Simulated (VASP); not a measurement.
Energy against volume of Bi (a7). Level of theory: PBE GGA with D4 dispersion, VASP's PBE PAW potentials (set 64) (plane waves; VASP). Numerical set-up: 520 eV cut-off, 10×10×10 Γ-centred mesh, first-order Methfessel-Paxton smearing of 0.10 eV, potentials Bi_d.

Shape and ions are relaxed at each volume.

```csv
V (Å³/atom),E (eV/atom)
32.382,-4.35733
33.415,-4.37144
34.449,-4.37601
35.482,-4.37289
```

Task: Fit these four points and predict the energy of the run at 36.516 Å³/atom.

Result: A cubic in V^(−2/3), the third-order Birch-Murnaghan form, passes through the four points with V0 = 34.51 Å³/atom and B0 = 39 GPa, and gives -4.3636 eV/atom there. The run gave -4.3637 eV/atom, -0.1 meV/atom from the fit; all five points give B0 = 39 GPa.

The compound is Bi in the a7 structure. It was relaxed first.
